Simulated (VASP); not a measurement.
A convergence study with VASP on MgO (rock salt): one setting is varied, all else stays as given below, so the limit is that of these other settings.

```
MgO
1.0
    0.00000     2.10500     2.10500
    2.10500     0.00000     2.10500
    2.10500     2.10500     0.00000
Mg O
1 1
Direct
  0.00000   0.00000   0.00000
  0.50000   0.50000   0.50000
```

Computed with PBEsol GGA, VASP's PBE PAW potentials (set 64) (plane waves; VASP 6.6.1). The tightest run used: 700 eV cut-off, 20×20×20 Γ-centred mesh, tetrahedra with Blöchl corrections, potentials Mg O.

Gaps are read on the run's mesh, which can miss a band edge.

Q: The settings run are 3×3×3 mesh; 4×4×4 mesh; 5×5×5 mesh; 6×6×6 mesh; 7×7×7 mesh; 8×8×8 mesh; 9×9×9 mesh; 10×10×10 mesh; 11×11×11 mesh; 12×12×12 mesh; 13×13×13 mesh; 14×14×14 mesh; 15×15×15 mesh; 16×16×16 mesh; 17×17×17 mesh; 18×18×18 mesh; 19×19×19 mesh; 20×20×20 mesh. From which on does the energy per atom stay within 0.005 eV/atom of the tightest run?

A: From 5×5×5 mesh on: it is off by 0.0011 there and by no more than 0.005 in any finer run, while 4×4×4 mesh is off by 0.0068.
```csv
setting,E (eV/atom),pressure (GPa),gap on the mesh (eV),irreducible k-points,difference judged (eV/atom)
3×3×3 mesh,-6.2110,0.19,4.602,4,0.0482
4×4×4 mesh,-6.2524,-0.26,4.642,8,0.0068
5×5×5 mesh,-6.2581,-0.29,4.649,10,0.0011
6×6×6 mesh,-6.2590,-0.28,4.651,16,0.0002
7×7×7 mesh,-6.2591,-0.29,4.651,20,0.0001
8×8×8 mesh,-6.2592,-0.28,4.651,29,0.0000
9×9×9 mesh,-6.2592,-0.28,4.651,35,0.0000
10×10×10 mesh,-6.2592,-0.28,4.651,47,0.0000
11×11×11 mesh,-6.2592,-0.28,4.651,56,0.0000
12×12×12 mesh,-6.2592,-0.28,4.651,72,0.0000
13×13×13 mesh,-6.2592,-0.28,4.651,84,0.0000
14×14×14 mesh,-6.2592,-0.28,4.651,104,0.0000
15×15×15 mesh,-6.2592,-0.28,4.651,120,0.0000
16×16×16 mesh,-6.2592,-0.28,4.651,145,0.0000
17×17×17 mesh,-6.2592,-0.28,4.651,165,0.0000
18×18×18 mesh,-6.2592,-0.28,4.651,195,0.0000
19×19×19 mesh,-6.2592,-0.28,4.651,220,0.0000
20×20×20 mesh,-6.2592,-0.28,4.651,256,0.0000
```

Left out are rungs that failed or repeat a setting and relaxations that didn't move; long series are thinned to 24 rows.

The compound is MgO in the rock salt structure. The cell was not relaxed at this level.
